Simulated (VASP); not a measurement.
Here is the system:

```yaml
crystal:
  lattice:
    - [0.00000, 3.26051, 3.26051]
    - [3.26051, 0.00000, 3.26051]
    - [3.26051, 3.26051, 0.00000]
  atoms:
    - { symbol: In, position: [0.00000, 0.00000, 0.00000] }
    - { symbol: Sb, position: [0.25000, 0.25000, 0.25000] }
```

Calculation: SCAN meta-GGA, VASP's PBE PAW potentials (set 64) (plane waves; VASP). Run with 520 eV cut-off, 11×11×11 Γ-centred mesh, tetrahedra with Blöchl corrections, potentials In_d Sb.

Problem. Give the energies of bands 7 to 12 at the high-symmetry points, in eV from the Fermi level.

Solution. 
| band | Γ | X | U | L | W |
|---|---|---|---|---|---|
| 7 | -0.31 | -6.13 | -5.99 | -5.79 | -6.02 |
| 8 | 0.00 | -2.32 | -3.18 | -1.04 | -2.92 |
| 9 | 0.00 | -2.32 | -1.97 | -1.04 | -2.79 |
| 10 | 0.00 | 1.41 | 1.69 | 0.52 | 3.63 |
| 11 | 3.02 | 1.41 | 3.82 | 3.93 | 4.14 |
| 12 | 3.02 | 8.35 | 6.41 | 3.93 | 4.29 |

It has no gap at this level: it comes out as a metal or semimetal.

The compound is InSb in the zinc blende structure. It was relaxed first.
